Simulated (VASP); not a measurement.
```
CELL_PARAMETERS angstrom
      4.22947     0.00000     0.00000
     -2.11474     3.66283     0.00000
      0.00000     0.00000     6.90753
ATOMIC_POSITIONS crystal
  Sn 0.33333 0.66667 0.00000
  Sn 0.66667 0.33333 0.50000
  Se 0.33333 0.66667 0.37500
  Se 0.66667 0.33333 0.87500
```

All values below come from PBE GGA, VASP's PBE PAW potentials (set 64) (plane waves; VASP). Run with 400 eV cut-off, 7×7×4 Γ-centred mesh, Gaussian smearing of 0.050 eV, potentials Sn_d Se.

Energy and stress use the plane-wave basis of the starting cell.

Problem. The ions, cell shape and volume are relaxed. Give the cell that the relaxation ends in.

Solution. 
```
CELL_PARAMETERS angstrom
      5.10069     0.00000     0.00000
     -2.55034     4.41732     0.00000
      0.00000     0.00000     6.21013
ATOMIC_POSITIONS crystal
  Sn 0.33333 0.66667 0.95768
  Sn 0.66667 0.33333 0.45768
  Se 0.33333 0.66667 0.41732
  Se 0.66667 0.33333 0.91732
```
Space group P6_3mc (186), at a tolerance of 0.03 Å.

Problem. How do energy and volume change from the first to the last step?

Solution. The energy (σ→0) changes by -677.9 meV/atom and the volume by +30.8 %, in 41 ionic steps.

| step | E(σ→0) (eV) | max force (eV/Å) | pressure (GPa) | volume (Å³) |
|---|---|---|---|---|
| 1 | -13.2754 | 0.177 | 22.44 | 107.01 |
| 2 | -15.4029 | 0.012 | -3.40 | 176.15 |
| 3 | -15.6901 | 0.040 | 0.14 | 151.61 |
| 4 | -15.6903 | 0.040 | -0.06 | 152.61 |
| 5 | -15.6939 | 0.059 | -0.07 | 152.59 |
| 6 | -15.7052 | 0.124 | -0.04 | 152.49 |
| 7 | -15.7256 | 0.291 | 0.06 | 152.12 |
| 8 | -15.7152 | 0.807 | 0.65 | 150.74 |
| 9 | -15.7322 | 0.452 | 0.22 | 151.73 |
| 10 | -15.7325 | 0.527 | 0.30 | 151.53 |
| 11 | -15.7333 | 0.531 | 0.29 | 151.54 |
| 12 | -15.7357 | 0.544 | 0.28 | 151.59 |
| 13 | -15.7402 | 0.572 | 0.26 | 151.69 |
| 14 | -15.7474 | 0.630 | 0.21 | 151.84 |
| 15 | -15.7510 | 0.760 | 0.18 | 152.03 |
| 16 | -15.7681 | 0.720 | -0.01 | 152.29 |
| 17 | -15.8054 | 0.608 | -0.53 | 153.00 |
| 18 | -15.8013 | 0.402 | -1.32 | 154.08 |
| 19 | -15.8152 | 0.527 | -0.90 | 153.55 |
| 20 | -15.8520 | 0.432 | -0.94 | 152.34 |
| 21 | -15.9276 | 0.193 | -0.87 | 148.73 |
| 22 | -15.9282 | 0.108 | 0.08 | 141.60 |
| 23 | -15.9527 | 0.013 | -0.52 | 145.10 |
| 24 | -15.9618 | 0.049 | -0.16 | 143.10 |
| 25 | -15.9656 | 0.114 | 0.60 | 139.80 |

The structure was generated: SnSe was put into the wurtzite type (P6_3mc), which need not be its known phase. This run relaxes it. Symmetry was kept, so distortions that lower it aren't found.
